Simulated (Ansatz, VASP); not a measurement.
# C (Graphite): VASP beside Ansatz, part 2 of 2

Wanted: the spread between two codes on one cell, functional and k mesh. The cell is taken from a series of VASP runs on this material, whose earlier steps may have relaxed, scaled or displaced it; both programs get it as it stands.

VASP 6.6.1 and Ansatz 0.2.0.

So far: Starting point; Ansatz: zone-centre phonons, PBE with D3(BJ).

### Step 3. VASP: zone-centre phonons, PBE with D3(BJ)

Level of this step: PBE with D3(BJ); plane waves and PAW (C) (VASP).

The same cell, functional, mesh and smearing now go to VASP, with its own data sets and cutoff.

Lines of VASP's logs that name or quote its potential files are left out, and so is its time.

INCAR

```
SYSTEM = C
PREC = Accurate
ENCUT = 520
EDIFF = 1E-08
NELM = 100
ISMEAR = 0
SIGMA = 0.05
LREAL = .FALSE.
ALGO = Normal
GGA = PE
IVDW = 12
NBANDS = 14
LORBIT = 11
LWAVE = .FALSE.
LCHARG = .FALSE.
KPAR = 4
IBRION = 6
NFREE = 2
POTIM = 0.015
ISIF = 2
NSW = 1
```

POSCAR

```
C
1.0
    2.4664392422      0.0000000000      0.0000000000
   -1.2332196211      2.1359990406      0.0000000000
    0.0000000000      0.0000000000      6.7160976991
C
4
Direct
    0.0000000000      0.0000000000      0.2500000000
    0.0000000000      0.0000000000      0.7500000000
    0.3333333333      0.6666666667      0.2500000000
    0.6666666667      0.3333333333      0.7500000000
```

KPOINTS

```
Automatic mesh
0
Gamma
20 20 7
0 0 0
```

The projector-augmented-wave data sets are C (PBE family, release 64).

Command:

```
> mpirun -np 4 vasp_std
```

Numbers of over 12 decimals in the logs are rounded to 6 here.

Output:

```text
[banner, memory and clock lines left out]
running    4 mpi-ranks, on    1 nodes
 distrk:  each k-point on    1 cores,    4 groups
 distr:  one band on    1 cores,    1 groups

 POSCAR found type information on POSCAR C
 POSCAR found :  1 types and       4 ions
 LDA part: xc-table for (Slater+PW92), standard interpolation
 POSCAR, INCAR and KPOINTS ok, starting setup
 FFT: planning ... GRIDC
 FFT: planning ... GRID_SOFT
 FFT: planning ... GRID
 WAVECAR not read
 entering main loop
       N       E                     dE             d eps       ncg     rms          rms(c)
DAV:   1     0.411452707660E+02    0.41145E+02   -0.80853E+03  4928   0.105E+03
DAV:   2    -0.359246666398E+02   -0.77070E+02   -0.70214E+02  6792   0.210E+02
DAV:   3    -0.391626400115E+02   -0.32380E+01   -0.32158E+01  6500   0.414E+01
DAV:   4    -0.391969943129E+02   -0.34354E-01   -0.34342E-01  6106   0.499E+00
DAV:   5    -0.391976894796E+02   -0.69517E-03   -0.69470E-03  6608   0.675E-01    0.891E+00
DAV:   6    -0.374025558618E+02    0.17951E+01   -0.14497E+00  5846   0.792E+00    0.520E+00
DAV:   7    -0.368330405719E+02    0.56952E+00   -0.16928E+00  5804   0.874E+00    0.147E+00
DAV:   8    -0.368414789338E+02   -0.84384E-02   -0.71455E-02  5846   0.171E+00    0.294E-01
DAV:   9    -0.368406918088E+02    0.78712E-03   -0.19504E-03  6476   0.325E-01    0.870E-02
DAV:  10    -0.368408858020E+02   -0.19399E-03   -0.41279E-04  5756   0.147E-01    0.540E-02
DAV:  11    -0.368408869401E+02   -0.11381E-05   -0.18929E-05  6404   0.331E-02    0.343E-03
DAV:  12    -0.368408874011E+02   -0.46095E-06   -0.94146E-07  5996   0.733E-03    0.308E-03
DAV:  13    -0.368408873583E+02    0.42755E-07   -0.21567E-07  6314   0.376E-03    0.217E-04
DAV:  14    -0.368408873047E+02    0.53633E-07   -0.94745E-09  5642   0.758E-04    0.427E-04
DAV:  15    -0.368408873219E+02   -0.17239E-07   -0.77995E-10  4186   0.222E-04    0.351E-05
DAV:  16    -0.368408873238E+02   -0.19011E-08   -0.97984E-11  3826   0.870E-05
   1 F= -.37465460E+02 E0= -.37465460E+02  d E =-.553159E-14
[... from here on, the cycles between the ionic steps are left out ...]
   2 F= -.37459353E+02 E0= -.37459353E+02  d E =-.424971E-11
   3 F= -.37459353E+02 E0= -.37459353E+02  d E =-.425054E-11
   4 F= -.37463575E+02 E0= -.37463575E+02  d E =-.477974E-14
   5 F= -.37463575E+02 E0= -.37463575E+02  d E =-.477907E-14
   6 F= -.37459360E+02 E0= -.37459360E+02  d E =-.970977E-12
   7 F= -.37459360E+02 E0= -.37459360E+02  d E =-.965811E-12
   8 F= -.37463564E+02 E0= -.37463564E+02  d E =-.449254E-14
 Finite differences progress:
  Degree of freedom:   4/  4
  Displacement:        1/  2
  Total:               7/  8
 bond charge predicted
       N       E                     dE             d eps       ncg     rms          rms(c)
DAV:   1    -0.368395390231E+02   -0.55249E-03   -0.15910E+00  7796   0.978E+00    0.264E-01
DAV:   2    -0.368392050439E+02    0.33398E-03   -0.97108E-03  9074   0.854E-01    0.153E-01
DAV:   3    -0.368389750052E+02    0.23004E-03   -0.79288E-04  9758   0.271E-01    0.351E-02
DAV:   4    -0.368389849986E+02   -0.99934E-05   -0.16307E-04  8918   0.975E-02    0.134E-02
DAV:   5    -0.368389863751E+02   -0.13765E-05   -0.31669E-06 10202   0.153E-02    0.284E-03
DAV:   6    -0.368389864910E+02   -0.11586E-06   -0.25732E-07  8742   0.447E-03    0.895E-04
DAV:   7    -0.368389865117E+02   -0.20668E-07   -0.39961E-08  9824   0.171E-03    0.198E-04
DAV:   8    -0.368389865150E+02   -0.33874E-08   -0.61901E-09  6898   0.624E-04
   9 F= -.37463564E+02 E0= -.37463564E+02  d E =-.449287E-14
 Finite differences progress:
  Degree of freedom:   4/  4
  Displacement:        2/  2
  Total:               8/  8
```

Parts of OUTCAR (step 3):

```text
ion  position               nearest neighbor table
   1  0.000  0.000  0.250-   3 1.42   3 1.42   3 1.42
   2  0.000  0.000  0.750-   4 1.42   4 1.42   4 1.42
   3  0.333  0.667  0.250-   1 1.42   1 1.42   1 1.42
   4  0.667  0.333  0.750-   2 1.42   2 1.42   2 1.42

  LATTYP: Found a hexagonal cell.
 ALAT       =     2.4664392422
 C/A-ratio  =     2.7229933680

 Subroutine GETGRP returns: Found 24 space group operations
 (whereof 12 operations were pure point group operations)

The static configuration has the point symmetry D_3d.
 The point group associated with its full space group is D_6h.

 Found    176 irreducible k-points:

   k-points           NKPTS =    176   k-points in BZ     NKDIM =    176   number of bands    NBANDS=     14

   dimension x,y,z NGX =    18 NGY =   18 NGZ =   50
   dimension x,y,z NGXF=    36 NGYF=   36 NGZF=  100

   ENCUT  =  520.0 eV  38.22 Ry    6.18 a.u.   4.59  4.59 12.49*2*pi/ulx,y,z

   NELECT =      16.0000    total number of electrons

 k-points in reciprocal lattice and weights: Automatic mesh
   0.00000000  0.00000000  0.00000000       0.000
   0.05000000 -0.00000000  0.00000000       0.002
   0.10000000 -0.00000000  0.00000000       0.002
   0.15000000  0.00000000  0.00000000       0.002
   0.20000000 -0.00000000  0.00000000       0.002
   0.25000000 -0.00000000  0.00000000       0.002
   0.30000000  0.00000000  0.00000000       0.002
   0.35000000 -0.00000000  0.00000000       0.002
   0.40000000 -0.00000000  0.00000000       0.002
[...]
13      13.2843      0.00000
    ...

 k-point     3 :       0.1000   -0.0000    0.0000
  band No.  band energies     occupation
    ...
      4      -1.6171      2.00000
      5       0.7217      2.00000
      6       0.7607      2.00000
      7       1.1713      2.00000
      8       1.2023      2.00000
      9       9.2303      0.00000
     10      13.0298      0.00000
     11      13.1291      0.00000
     12      13.9623      0.00000
     13      14.0134      0.00000
    ...

 k-point     4 :       0.1500    0.0000    0.0000
  band No.  band energies     occupation
    ...
      4      -1.2829      2.00000
      5      -0.2805      2.00000
      6      -0.2230      2.00000
      7       0.6861      2.00000
      8       0.7244      2.00000
      9       9.5904      0.00000
     10      12.9688      0.00000
     11      13.1283      0.00000
     12      14.1920      0.00000
     13      14.5367      0.00000
    ...

 k-point     5 :       0.2000   -0.0000    0.0000
  band No.  band energies     occupation
    ...
      4      -1.4800      2.00000
      5      -1.4023      2.00000
      6      -0.8210      2.00000
      7       0.1500      2.00000
      8       0.1938      2.00000
      9      10.0931      0.00000
     10      12.8054      0.00000
     11      12.9759      0.00000
     12      13.0386      0.00000
     13      13.4493      0.00000
    ...

 Edisp (eV)   -0.62458

  Total       0.00890     0.00890     0.00790     0.00000     0.00000     0.00000
  in kB       0.40292     0.40292     0.35793     0.00000     0.00000     0.00000
  external pressure =        0.39 kB  Pullay stress =        0.00 kB

  energy-cutoff  :      520.00
  volume of cell :       35.38
      direct lattice vectors                 reciprocal lattice vectors
     2.466439242  0.000000000  0.000000000     0.405442787  0.234082502  0.000000000
    -1.233219621  2.135999041  0.000000000     0.000000000  0.468165004  0.000000000
     0.000000000  0.000000000  6.716097699     0.000000000  0.000000000  0.148895988

 POSITION                                       TOTAL-FORCE (eV/Angst)
 -----------------------------------------------------------------------------------
      0.00000      0.00000      1.67902        -0.000000      0.000000     -0.246797
      0.00000      0.00000      5.03707         0.000000     -0.000000     -0.003834
     -0.00000      1.42400      1.66402         0.000000     -0.000000      0.252838
      1.23322      0.71200      5.03707         0.000000      0.000000     -0.002207
 -----------------------------------------------------------------------------------
    total drift:                                0.000000      0.000000     -0.000179

  FREE ENERGIE OF THE ION-ELECTRON SYSTEM (eV)
  ---------------------------------------------------
  free  energy   TOTEN  =       -37.4635644410 eV

  energy  without entropy=      -37.4635644410  energy(sigma->0) =      -37.46356444

 Eigenvectors and eigenvalues of the dynamical matrix
 ----------------------------------------------------

   1 f  =   47.096252 THz   295.914481 2PiTHz 1570.961883 cm-1   194.774362 meV
             X         Y         Z           dx          dy          dz
      0.000000  0.000000  1.679024    -0.499994    0.000001    0.000000
      0.000000  0.000000  5.037073    -0.499994    0.000001   -0.000000
     -0.000000  1.423999  1.679024     0.500006   -0.000001    0.000000
      1.233220  0.712000  5.037073     0.500006   -0.000001    0.000000

   2 f  =   47.096252 THz   295.914481 2PiTHz 1570.961883 cm-1   194.774362 meV
             X         Y         Z           dx          dy          dz
      0.000000  0.000000  1.679024     0.000001    0.499994   -0.000000
      0.000000  0.000000  5.037073     0.000001    0.499994    0.000000
     -0.000000  1.423999  1.679024    -0.000001   -0.500006   -0.000000
      1.233220  0.712000  5.037073    -0.000001   -0.500006    0.000000

   3 f  =   46.872409 THz   294.508031 2PiTHz 1563.495265 cm-1   193.848620 meV
             X         Y         Z           dx          dy          dz
      0.000000  0.000000  1.679024     0.500281   -0.000002    0.000000
      0.000000  0.000000  5.037073    -0.500281    0.000002   -0.000000
     -0.000000  1.423999  1.679024    -0.499719    0.000002    0.000000
      1.233220  0.712000  5.037073     0.499719   -0.000002    0.000000

   4 f  =   46.872409 THz   294.508031 2PiTHz 1563.495265 cm-1   193.848620 meV
             X         Y         Z           dx          dy          dz
      0.000000  0.000000  1.679024    -0.000002   -0.500281   -0.000000
      0.000000  0.000000  5.037073     0.000002    0.500281    0.000000
     -0.000000  1.423999  1.679024     0.000002    0.499719   -0.000000
      1.233220  0.712000  5.037073    -0.000002   -0.499719    0.000000

   5 f  =   26.076383 THz   163.842748 2PiTHz  869.814520 cm-1   107.843207 meV
             X         Y         Z           dx          dy          dz
      0.000000  0.000000  1.679024     0.000000   -0.000000   -0.499999
      0.000000  0.000000  5.037073    -0.000000    0.000000   -0.499999
     -0.000000  1.423999  1.679024    -0.000000    0.000000    0.500001
      1.233220  0.712000  5.037073     0.000000    0.000000    0.500001

   6 f  =   25.952623 THz   163.065137 2PiTHz  865.686310 cm-1   107.331375 meV
             X         Y         Z           dx          dy          dz
      0.000000  0.000000  1.679024     0.000000    0.000000   -0.498454
      0.000000  0.000000  5.037073    -0.000000   -0.000000    0.498454
     -0.000000  1.423999  1.679024    -0.000000   -0.000000    0.501542
      1.233220  0.712000  5.037073     0.000000   -0.000000   -0.501542

   7 f  =    3.784122 THz    23.776338 2PiTHz  126.224715 cm-1    15.649863 meV
             X         Y         Z           dx          dy          dz
      0.000000  0.000000  1.679024     0.000000    0.000000   -0.501542
      0.000000  0.000000  5.037073    -0.000000   -0.000000    0.501542
     -0.000000  1.423999  1.679024     0.000000    0.000000   -0.498454
      1.233220  0.712000  5.037073    -0.000000   -0.000000    0.498454

   8 f  =    1.131326 THz     7.108330 2PiTHz   37.736969 cm-1     4.678786 meV
             X         Y         Z           dx          dy          dz
      0.000000  0.000000  1.679024    -0.499717    0.001165    0.000000
      0.000000  0.000000  5.037073     0.499717   -0.001165    0.000000
     -0.000000  1.423999  1.679024    -0.500280    0.001167    0.000000
      1.233220  0.712000  5.037073     0.500280   -0.001167    0.000000

   9 f  =    1.131326 THz     7.108330 2PiTHz   37.736969 cm-1     4.678786 meV
             X         Y         Z           dx          dy          dz
      0.000000  0.000000  1.679024    -0.001165   -0.499717   -0.000000
      0.000000  0.000000  5.037073     0.001165    0.499717   -0.000000
     -0.000000  1.423999  1.679024    -0.001167   -0.500280   -0.000000
      1.233220  0.712000  5.037073     0.001167    0.500280   -0.000000

  10 f/i=    0.000044 THz     0.000276 2PiTHz    0.001466 cm-1     0.000182 meV
             X         Y         Z           dx          dy          dz
      0.000000  0.000000  1.679024     0.000000   -0.000000    0.500001
      0.000000  0.000000  5.037073     0.000000   -0.000000    0.500001
     -0.000000  1.423999  1.679024     0.000000   -0.000000    0.499999
      1.233220  0.712000  5.037073     0.000000   -0.000000    0.499999

  11 f/i=    0.000595 THz     0.003736 2PiTHz    0.019832 cm-1     0.002459 meV
             X         Y         Z           dx          dy          dz
      0.000000  0.000000  1.679024    -0.166661   -0.471413   -0.000000
      0.000000  0.000000  5.037073    -0.166661   -0.471413   -0.000000
     -0.000000  1.423999  1.679024    -0.166657   -0.471401   -0.000000
      1.233220  0.712000  5.037073    -0.166657   -0.471401   -0.000000

  12 f/i=    0.000595 THz     0.003736 2PiTHz    0.019832 cm-1     0.002459 meV
             X         Y         Z           dx          dy          dz
      0.000000  0.000000  1.679024     0.471413   -0.166661   -0.000000
      0.000000  0.000000  5.037073     0.471413   -0.166661   -0.000000
     -0.000000  1.423999  1.679024     0.471401   -0.166657   -0.000000
      1.233220  0.712000  5.037073     0.471401   -0.166657   -0.000000

 ELASTIC MODULI CONTR FROM IONIC RELAXATION (kBar)
 Direction    XX          YY          ZZ          XY          YZ          ZX
 --------------------------------------------------------------------------------
 XX        -236.9525    236.9525     -0.0000      0.0000     -0.0000      0.0000
 YY         236.9525   -236.9525      0.0000     -0.0000      0.0000      0.0000
 ZZ          -0.0000      0.0000     -0.0000      0.0000      0.0000      0.0000
 XY           0.0000     -0.0000      0.0000   -236.9525      0.0000      0.0000
 YZ          -0.0000      0.0000      0.0000      0.0000     -0.0000      0.0000
 ZX           0.0000      0.0000      0.0000      0.0000      0.0000      0.0000
 --------------------------------------------------------------------------------

 total charge
# of ion       s       p       d       tot
------------------------------------------
    1        0.864   1.784   0.000   2.648
    2        0.864   1.784   0.000   2.648
    3        0.863   1.788   0.000   2.651
    4        0.863   1.788   0.000   2.651
--------------------------------------------------
tot          3.452   7.145   0.000  10.597

[... 1 further part left out ...]
```

The last energy, forces, stress and levels in OUTCAR belong to the last displaced cell, not to the cell of POSCAR.

### Step 4. Comparison

Known differences besides the potentials themselves: the cutoff is 420 eV in Ansatz and 520 eV in VASP; VASP leaves aspherical gradient terms in its spheres out (LASPH is not set), Ansatz keeps them; Ansatz takes the dispersion share of the force constants at frozen C6 weights, VASP differentiates the full forces; VASP uses finite displacements, Ansatz perturbation theory. Total energies have different zeros and are not compared.

The two programs side by side:

```tsv
quantity	Ansatz	VASP	difference
optical mode 1 to 2 (cm⁻¹)	41.2	37.7	+3.5
optical mode 3 (cm⁻¹)	123.4	126.2	-2.21 %
optical mode 4 (cm⁻¹)	866.8	865.7	+0.13 %
optical mode 5 (cm⁻¹)	870.9	869.8	+0.13 %
optical mode 6 to 7 (cm⁻¹)	1561.2	1563.5	-0.15 %
optical mode 8 to 9 (cm⁻¹)	1568.7	1571.0	-0.15 %
```

Modes are paired by rising frequency and degeneracy, not by their patterns, so a pair may still set unlike modes beside each other.

### Step 5. What came out

* r.m.s. difference of the optical zone-centre modes, each program's sorted by frequency (zone-centre phonons, PBE with D3(BJ)): 2.5 cm⁻¹
* difference in optical mode 3 (zone-centre phonons, PBE with D3(BJ)): -2.2 %

The r.m.s. difference of the optical zone-centre modes, each program's sorted by frequency is 2.5 cm⁻¹ (zone-centre phonons, PBE with D3(BJ)). Among the rows given in per cent, the largest difference of the zone-centre phonons, PBE with D3(BJ) pair is in optical mode 3, -2.2 %. 1 further run of this series is not shown here. How closely two codes agree says nothing of how well the functional describes the real material.

[Lines on the potential files, build, host, timing and source positions are cut from VASP's logs without a mark.]

[Logs are printed without paths, hosts, clocks, repeated set-up lines and the standing remarks that a program may print on its own settings, such as how far it seeks lower states.]

[Hosts, paths, dates, database ids (printed as entryN), source tags and the programs' standing remarks are cut or masked in the printed files.]
